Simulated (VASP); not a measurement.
VASP ran on this input.

KPOINTS:
```
Regular mesh
0
Gamma
  16 16 16
0 0 0
```

### INCAR
```
ALGO = Normal
EDIFF = 1E-6
EDIFFG = -0.02
ENCUT = 500
GGA = PE
IBRION = 2
ISIF = 3
ISMEAR = 1
LASPH = .TRUE.
LCHARG = .FALSE.
LMAXMIX = 6
LREAL = .FALSE.
LWAVE = .FALSE.
NELM = 100
NSW = 40
PREC = Accurate
PSTRESS = 50
SIGMA = 0.1
SYSTEM = Pt
```

POSCAR:
```
Pt
1
    0.0000000000     1.9829815263     1.9829815263
    1.9829815263     0.0000000000     1.9829815263
    1.9829815263     1.9829815263     0.0000000000
Pt
1
Direct
  0.0000000000   0.0000000000   0.0000000000
```

POTCAR, in this order: Pt (PBE.64 set). Program: vasp_std.

Translate this PBE calculation to Quantum ESPRESSO's pw.x.

One equivalent input (not run):
```
&CONTROL
  calculation = 'vc-relax'
  pseudo_dir = './pseudo'
  outdir = './out'
  tprnfor = .true.
  tstress = .true.
  nstep = 40
  forc_conv_thr = 0.00078
/
&SYSTEM
  ibrav = 0
  nat = 1
  ntyp = 1
  ecutwfc = 84
  occupations = 'smearing'
  smearing = 'methfessel-paxton'
  degauss = 0.00735
  input_dft = 'pbe'
/
&ELECTRONS
  conv_thr = 7.3e-08
  electron_maxstep = 100
/
&IONS
/
&CELL
  press = 50
/
ATOMIC_SPECIES
  Pt 195.084 Pt.upf
CELL_PARAMETERS angstrom
     0.0000000    1.9829815    1.9829815
     1.9829815    0.0000000    1.9829815
     1.9829815    1.9829815    0.0000000
ATOMIC_POSITIONS crystal
  Pt   0.0000000  0.0000000  0.0000000
K_POINTS automatic
  16 16 16 0 0 0
```
Limits of the translation: the potentials are each code's own (VASP's PAW set, PseudoDojo norm-conserving files in pw.x), so ENCUT and ecutwfc are chosen apart and not converted; conv_thr bounds pw.x's estimated SCF error, while EDIFF bounds the energy change between steps; forc_conv_thr acts on force components and is met together with etot_conv_thr.

The compound is Pt in the fcc structure. This run relaxes it under an external pressure of 5 GPa. Symmetry was kept, so distortions that lower it aren't found.
